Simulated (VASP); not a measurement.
These are PBE GGA, VASP's PBE PAW potentials (set 64) (plane waves; VASP) values and carry that method's errors.

VASP ran on this input.

### INCAR
```
SYSTEM = MoSi2
PREC = Accurate
ENCUT = 300
EDIFF = 1E-8
NELM = 100
ALGO = Normal
LREAL = .FALSE.
LASPH = .TRUE.
ISMEAR = -1
SIGMA = 0.1
GGA = PE
LMAXMIX = 4
LWAVE = .FALSE.
LCHARG = .FALSE.
ISIF = 2
LEPSILON = .FALSE.
IBRION = 8
NSW = 1
```

### KPOINTS
```
K-points
0
gamma
 5 5 7
0 0 0
```

File POSCAR:
```
MoSi2
1.0
 -1.6050000000   1.6050000000   3.9250000000
  1.6050000000  -1.6050000000   3.9250000000
  1.6050000000   1.6050000000  -3.9250000000
Si Mo
2 1
Cart
  0.0366582000  -0.0185730600   5.1870052500
  0.0532667400   0.0376147800   2.6051088500
 -0.0899249400  -0.0190417200   0.0578859000
```

POTCAR, in this order: Si Mo_sv (PBE.64 set). Program: vasp_std.

What VASP printed:

### OSZICAR
```
...
RMM:   6    -0.162310466422E-01    0.16261E-04   -0.88947E-07  4279   0.769E-03    0.128E-03
RMM:   7    -0.162386381544E-01   -0.75915E-05   -0.21305E-07  4391   0.293E-03    0.520E-04
RMM:   8    -0.162367645968E-01    0.18736E-05   -0.22279E-08  4633   0.891E-04    0.129E-04
RMM:   9    -0.162366921709E-01    0.72426E-07    0.46831E-09  4605   0.284E-04    0.563E-05
RMM:  10    -0.162371713755E-01   -0.47920E-06   -0.62807E-09  4565   0.138E-04    0.101E-05
RMM:  11    -0.162372296334E-01   -0.58258E-07    0.27293E-09  4734   0.495E-05    0.465E-06
RMM:  12    -0.162372165784E-01    0.13055E-07    0.20653E-09  4574   0.141E-05    0.180E-06
RMM:  13    -0.162372147125E-01    0.18660E-08   -0.31243E-10  4245   0.484E-06    0.706E-07
 Linear response progress:
  Degree of freedom:   6/  9
       N       E                     dE             d eps       ncg     rms          rms(c)
RMM:   1    -0.290951059240E-01   -0.29095E-01    0.17456E-03  6364   0.129E+00
RMM:   2    -0.225266756026E-01    0.65684E-02   -0.30712E-03  4406   0.328E-01    0.138E-01
RMM:   3    -0.225386519638E-01   -0.11976E-04   -0.69426E-04  4197   0.139E-01    0.877E-02
RMM:   4    -0.226501950571E-01   -0.11154E-03   -0.16741E-04  4314   0.748E-02    0.300E-02
RMM:   5    -0.226901363894E-01   -0.39941E-04   -0.15299E-05  4415   0.254E-02    0.138E-02
RMM:   6    -0.226952986389E-01   -0.51622E-05   -0.38886E-06  4318   0.128E-02    0.246E-03
RMM:   7    -0.227014766425E-01   -0.61780E-05   -0.29583E-07  4362   0.489E-03    0.891E-04
RMM:   8    -0.226992220077E-01    0.22546E-05   -0.12030E-07  4785   0.172E-03    0.353E-04
RMM:   9    -0.226993652783E-01   -0.14327E-06   -0.33713E-08  4677   0.530E-04    0.128E-04
RMM:  10    -0.227000309128E-01   -0.66563E-06    0.93546E-09  4461   0.242E-04    0.377E-05
RMM:  11    -0.227000652304E-01   -0.34318E-07    0.80937E-09  4602   0.702E-05    0.966E-06
RMM:  12    -0.227000885126E-01   -0.23282E-07    0.22064E-10  4610   0.225E-05    0.341E-06
RMM:  13    -0.227000769005E-01    0.11612E-07    0.18357E-09  4646   0.848E-06    0.132E-06
RMM:  14    -0.227000781157E-01   -0.12153E-08   -0.18003E-09  4099   0.388E-06    0.322E-07
 Linear response progress:
  Degree of freedom:   7/  9
       N       E                     dE             d eps       ncg     rms          rms(c)
RMM:   1    -0.784532443622E+00   -0.78453E+00    0.42568E+00  2792   0.249E+01
RMM:   2    -0.585377647835E+00    0.19915E+00   -0.31577E-01  3818   0.417E+00    0.164E-01
RMM:   3    -0.585546759292E+00   -0.16911E-03   -0.71853E-03  5238   0.569E-01    0.109E-01
RMM:   4    -0.584767973005E+00    0.77879E-03   -0.69387E-04  5557   0.172E-01    0.430E-02
RMM:   5    -0.584428922034E+00    0.33905E-03   -0.14367E-04  5634   0.751E-02    0.132E-02
RMM:   6    -0.584414294048E+00    0.14628E-04   -0.27304E-05  5857   0.265E-02    0.596E-03
RMM:   7    -0.584429308807E+00   -0.15015E-04   -0.64366E-06  5498   0.134E-02    0.166E-03
RMM:   8    -0.584429698443E+00   -0.38964E-06   -0.22920E-06  5674   0.531E-03    0.497E-04
RMM:   9    -0.584433635209E+00   -0.39368E-05   -0.10506E-06  6229   0.243E-03    0.197E-04
RMM:  10    -0.584435683597E+00   -0.20484E-05   -0.49622E-07  5740   0.120E-03    0.600E-05
RMM:  11    -0.584436377383E+00   -0.69379E-06   -0.23729E-07  6013   0.630E-04    0.334E-05
RMM:  12    -0.584436959893E+00   -0.58251E-06   -0.85091E-08  5709   0.369E-04    0.184E-05
RMM:  13    -0.584436930116E+00    0.29777E-07   -0.64216E-08  5854   0.196E-04    0.628E-06
RMM:  14    -0.584437031006E+00   -0.10089E-06   -0.32246E-08  5932   0.119E-04    0.325E-06
RMM:  15    -0.584437100322E+00   -0.69316E-07   -0.17952E-08  6003   0.727E-05    0.209E-06
RMM:  16    -0.584437070523E+00    0.29799E-07   -0.84850E-09  5253   0.425E-05    0.200E-06
RMM:  17    -0.584437092515E+00   -0.21993E-07   -0.64442E-09  5663   0.272E-05    0.133E-06
RMM:  18    -0.584437108378E+00   -0.15862E-07   -0.55275E-09  5599   0.186E-05    0.756E-07
RMM:  19    -0.584437119739E+00   -0.11361E-07   -0.21722E-09  5253   0.133E-05    0.257E-07
RMM:  20    -0.584437115518E+00    0.42211E-08   -0.12529E-09  2816   0.899E-06    0.261E-07
 Linear response progress:
  Degree of freedom:   8/  9
       N       E                     dE             d eps       ncg     rms          rms(c)
RMM:   1    -0.786989413990E+00   -0.78699E+00    0.42539E+00  2796   0.250E+01
RMM:   2    -0.585180304593E+00    0.20181E+00   -0.31794E-01  3844   0.433E+00    0.162E-01
RMM:   3    -0.585390909494E+00   -0.21060E-03   -0.74104E-03  5282   0.598E-01    0.941E-02
RMM:   4    -0.584437603231E+00    0.95331E-03   -0.70937E-04  5555   0.175E-01    0.285E-02
RMM:   5    -0.584254251723E+00    0.18335E-03   -0.11285E-04  5933   0.581E-02    0.109E-02
RMM:   6    -0.584258476753E+00   -0.42250E-05   -0.25015E-05  5550   0.224E-02    0.543E-03
RMM:   7    -0.584273856475E+00   -0.15380E-04   -0.70887E-06  5364   0.123E-02    0.877E-04
RMM:   8    -0.584274757427E+00   -0.90095E-06   -0.17101E-06  6067   0.485E-03    0.428E-04
RMM:   9    -0.584279240964E+00   -0.44835E-05   -0.96050E-07  5837   0.222E-03    0.149E-04
RMM:  10    -0.584281402385E+00   -0.21614E-05   -0.38190E-07  5764   0.117E-03    0.527E-05
RMM:  11    -0.584282073957E+00   -0.67157E-06   -0.20173E-07  5944   0.651E-04    0.273E-05
RMM:  12    -0.584282527805E+00   -0.45385E-06   -0.75087E-08  5937   0.372E-04    0.987E-06
RMM:  13    -0.584282315593E+00    0.21221E-06   -0.49167E-08  5381   0.202E-04    0.100E-05
RMM:  14    -0.584282396270E+00   -0.80677E-07   -0.30416E-08  5716   0.118E-04    0.852E-06
RMM:  15    -0.584282514435E+00   -0.11817E-06   -0.19761E-08  5719   0.795E-05    0.400E-06
RMM:  16    -0.584282629106E+00   -0.11467E-06   -0.11183E-08  5853   0.555E-05    0.173E-06
RMM:  17    -0.584282596034E+00    0.33072E-07   -0.68925E-09  5211   0.312E-05    0.110E-06
RMM:  18    -0.584282602619E+00   -0.65855E-08   -0.42318E-09  4894   0.199E-05    0.856E-07
 Linear response progress:
  Degree of freedom:   9/  9
       N       E                     dE             d eps       ncg     rms          rms(c)
RMM:   1    -0.824767054604E+00   -0.82477E+00    0.46952E+00  2766   0.256E+01
RMM:   2    -0.625671081276E+00    0.19910E+00   -0.33167E-01  3858   0.436E+00    0.174E-01
RMM:   3    -0.625452696048E+00    0.21839E-03   -0.64188E-03  5117   0.583E-01    0.994E-02
RMM:   4    -0.624139360698E+00    0.13133E-02   -0.10048E-03  5247   0.205E-01    0.289E-02
RMM:   5    -0.623953313333E+00    0.18605E-03   -0.12368E-04  5803   0.656E-02    0.185E-02
RMM:   6    -0.623821890862E+00    0.13142E-03   -0.32222E-05  5781   0.291E-02    0.511E-03
RMM:   7    -0.623803839408E+00    0.18051E-04   -0.60157E-06  5637   0.118E-02    0.253E-03
RMM:   8    -0.623816618537E+00   -0.12779E-04   -0.13616E-06  5464   0.632E-03    0.551E-04
RMM:   9    -0.623818912471E+00   -0.22939E-05   -0.55984E-07  5922   0.242E-03    0.272E-04
RMM:  10    -0.623820483846E+00   -0.15714E-05   -0.25936E-07  5948   0.109E-03    0.125E-04
RMM:  11    -0.623821410183E+00   -0.92634E-06   -0.96260E-08  5886   0.563E-04    0.249E-05
RMM:  12    -0.623821665327E+00   -0.25514E-06   -0.26682E-08  5934   0.315E-04    0.163E-05
RMM:  13    -0.623821885444E+00   -0.22012E-06   -0.10931E-08  6023   0.177E-04    0.387E-06
RMM:  14    -0.623821925639E+00   -0.40195E-07   -0.42190E-09  6235   0.958E-05    0.356E-06
RMM:  15    -0.623821969402E+00   -0.43764E-07   -0.16902E-09  5901   0.577E-05    0.149E-06
RMM:  16    -0.623822013519E+00   -0.44117E-07   -0.16123E-09  5907   0.375E-05    0.651E-07
RMM:  17    -0.623822005734E+00    0.77845E-08    0.70728E-10  5276   0.216E-05    0.686E-07
 Linear response finished
```

### OUTCAR
```
------------------------ aborting loop because EDIFF is reached ----------------------------------------

   1 f  =   13.120355 THz    82.437621 2PiTHz  437.647929 cm-1    54.261403 meV
             X         Y         Z           dx          dy          dz
      0.036658 -0.018573  5.187005     0.126764    0.067486   -0.653423
      0.053267  0.037615  2.605109     0.058072   -0.013168    0.732243
      3.120075 -0.019042  0.057886    -0.100049   -0.029405   -0.042598

   2 f  =   10.975034 THz    68.958175 2PiTHz  366.087743 cm-1    45.389075 meV
             X         Y         Z           dx          dy          dz
      0.036658 -0.018573  5.187005     0.619404    0.067470   -0.346497
      0.053267  0.037615  2.605109    -0.390157   -0.127927   -0.386564
      3.120075 -0.019042  0.057886    -0.124010    0.032751    0.396555

   3 f  =   10.246890 THz    64.383107 2PiTHz  341.799452 cm-1    42.377712 meV
             X         Y         Z           dx          dy          dz
      0.036658 -0.018573  5.187005     0.123121   -0.873512   -0.044132
      0.053267  0.037615  2.605109    -0.028345    0.379142    0.032955
      3.120075 -0.019042  0.057886    -0.051377    0.267498    0.006134

   4 f  =    8.775137 THz    55.135810 2PiTHz  292.707056 cm-1    36.291033 meV
             X         Y         Z           dx          dy          dz
      0.036658 -0.018573  5.187005    -0.587729   -0.150771   -0.435049
      0.053267  0.037615  2.605109     0.022879   -0.338174   -0.207848
      3.120075 -0.019042  0.057886     0.305615    0.264460    0.348066

   5 f  =    7.948099 THz    49.939379 2PiTHz  265.120044 cm-1    32.870681 meV
             X         Y         Z           dx          dy          dz
      0.036658 -0.018573  5.187005    -0.213366    0.142841   -0.262292
      0.053267  0.037615  2.605109     0.058086    0.729718   -0.194852
      3.120075 -0.019042  0.057886     0.083985   -0.472287    0.247662

   6 f  =    7.577888 THz    47.613277 2PiTHz  252.771149 cm-1    31.339614 meV
             X         Y         Z           dx          dy          dz
      0.036658 -0.018573  5.187005    -0.097551    0.008891    0.090479
      0.053267  0.037615  2.605109    -0.809309    0.090307    0.217809
      3.120075 -0.019042  0.057886     0.490802   -0.053635   -0.166969

   7 f/i=    0.000336 THz     0.002111 2PiTHz    0.011207 cm-1     0.001390 meV
             X         Y         Z           dx          dy          dz
      0.036658 -0.018573  5.187005     0.169966    0.345047    0.191590
      0.053267  0.037615  2.605109     0.169970    0.345046    0.191593
      3.120075 -0.019042  0.057886     0.314117    0.637687    0.354087

   8 f/i=    0.001185 THz     0.007445 2PiTHz    0.039526 cm-1     0.004901 meV
             X         Y         Z           dx          dy          dz
      0.036658 -0.018573  5.187005     0.382662   -0.195260    0.012113
      0.053267  0.037615  2.605109     0.382673   -0.195200    0.012129
      3.120075 -0.019042  0.057886     0.707095   -0.360727    0.022368

   9 f/i=    0.003315 THz     0.020828 2PiTHz    0.110573 cm-1     0.013709 meV
             X         Y         Z           dx          dy          dz
      0.036658 -0.018573  5.187005    -0.096570   -0.165748    0.384612
      0.053267  0.037615  2.605109    -0.096927   -0.165973    0.384497
      3.120075 -0.019042  0.057886    -0.178828   -0.306378    0.710386

 ELASTIC MODULI CONTR FROM IONIC RELAXATION (kBar)
 Direction    XX          YY          ZZ          XY          YZ          ZX
 --------------------------------------------------------------------------------
 XX        -103.6698   -143.5846   -141.0507    -63.2255    -13.9365     51.8815
 YY        -143.5846   -270.9088   -185.9541    -61.1474    -12.5693     95.2417
 ZZ        -141.0507   -185.9541   -248.7330    -51.9177     -5.7590    101.7411
 XY         -63.2255    -61.1474    -51.9177   -167.3664     52.8193     -9.6309
 YZ         -13.9365    -12.5693     -5.7590     52.8193    -70.8369     -7.0818
 ZX          51.8815     95.2417    101.7411     -9.6309     -7.0818    -82.1744
 --------------------------------------------------------------------------------
```
(Selected blocks of OUTCAR.)

**OUTCAR**
```
 val. band max:       12.1271540117   @ k =  -0.2000  -0.2000   0.1429

 cond. band min:      12.1792875657   @ k =  -0.4000  -0.4000   0.4286


 Fermi energy:        12.1696262045

 k-point     1 :       0.0000    0.0000    0.0000
  band No.  band energies     occupation
      1     -48.4882      2.00000
      2     -22.6695      2.00000
      3     -22.5933      2.00000
      4     -22.5894      2.00000
      5      -1.1925      2.00000
      6       5.8098      2.00000
      7       8.7375      2.00000
      8       9.0840      2.00000
      9       9.5487      2.00000
     10       9.6512      2.00000
     11      12.4635      0.10053
     12      15.0785      0.00000
     13      15.2843      0.00000
     14      15.7153      0.00000
     15      15.8084      0.00000

 k-point     2 :       0.2000    0.0000    0.0000
  band No.  band energies     occupation
      1     -48.4829      2.00000
      2     -22.6935      2.00000
      3     -22.6509      2.00000
      4     -22.5811      2.00000
      5      -0.4799      2.00000
      6       5.7256      2.00000
      7       7.3418      2.00000
      8       8.9415      2.00000
      9       9.9100      2.00000
     10      10.2581      2.00000
     11      11.1954      1.99988
     12      13.7092      0.00000
     13      14.3022      0.00000
     14      16.1364      0.00000
     15      16.8291      0.00000

 k-point     3 :       0.4000    0.0000   -0.0000
  band No.  band energies     occupation
      1     -48.4724      2.00000
      2     -22.8269      2.00000
      3     -22.6465      2.00000
      4     -22.5677      2.00000
      5       1.4493      2.00000
      6       3.9695      2.00000
      7       7.1176      2.00000
      8       7.8677      2.00000
      9       9.6786      2.00000
     10       9.9119      2.00000
     11      11.3638      1.99937
     12      14.0535      0.00000
     13      15.0323      0.00000
     14      15.8243      0.00000
     15      16.6219      0.00000
...
```

At this cut-off the stress carries a Pulay error, which pulls relaxed volumes low.

The structure is a typed MoSi2 crystal. The cell was not relaxed at this level, atoms are displaced from their ideal sites. The k-mesh is coarse (spacing up to 0.42 per Å, 2π included), so the numbers may not be converged in it. The run is one of a series of settings (EDIFF = 1E-8, IBRION = 8, LEPSILON = .FALSE., NSW = 1 against the base run), some of them coarse on purpose.
